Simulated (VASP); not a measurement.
VASP input:

POSCAR:
```
SiC
1
    0.0000000000     2.1627105021     2.1627105021
    2.1627105021     0.0000000000     2.1627105021
    2.1627105021     2.1627105021     0.0000000000
Si C
1 1
Direct
  0.0000000000   0.0000000000   0.0000000000
  0.2500000000   0.2500000000   0.2500000000
```

### KPOINTS
```
Automatic mesh
0
Gamma
10 10 10
0 0 0
```

### INCAR
```
AGGAC  =  0.0
ALGO  =  Normal
EDIFF  =  1E-7
ENCUT  =  520
GGA  =  CX
ISIF  =  2
ISMEAR  =  0
LASPH  =  .TRUE.
LCHARG  =  .FALSE.
LREAL  =  .FALSE.
LUSE_VDW  =  .TRUE.
LWAVE  =  .FALSE.
NELM  =  100
PREC  =  Accurate
SIGMA  =  0.05
SYSTEM  =  SiC
```

POTCAR, in this order: Si C (PBE.64 set). Program: vasp_std.

### Question
Translate this vdW-DF-cx calculation to Quantum ESPRESSO's pw.x.

### Answer
One equivalent input (not run):
```
&CONTROL
  calculation = 'scf'
  pseudo_dir = './pseudo'
  outdir = './out'
  tprnfor = .true.
  tstress = .true.
/
&SYSTEM
  ibrav = 0
  nat = 2
  ntyp = 2
  ecutwfc = 82
  occupations = 'smearing'
  smearing = 'gaussian'
  degauss = 0.003675
  input_dft = 'vdw-df-cx'
/
&ELECTRONS
  conv_thr = 7.3e-09
  electron_maxstep = 100
/
ATOMIC_SPECIES
  Si 28.085 Si.upf
  C 12.011 C.upf
CELL_PARAMETERS angstrom
     0.0000000    2.1627105    2.1627105
     2.1627105    0.0000000    2.1627105
     2.1627105    2.1627105    0.0000000
ATOMIC_POSITIONS crystal
  Si   0.0000000  0.0000000  0.0000000
  C    0.2500000  0.2500000  0.2500000
K_POINTS automatic
  10 10 10 0 0 0
```
The two are equivalent in intent, not identical: the potentials are each code's own (VASP's PAW set, PseudoDojo norm-conserving files in pw.x), so ENCUT and ecutwfc are chosen apart and not converted; conv_thr bounds pw.x's estimated SCF error, while EDIFF bounds the energy change between steps.

The compound is SiC in the zinc blende structure. This cell is one point of a volume scan, at 0.97 of the reference volume.
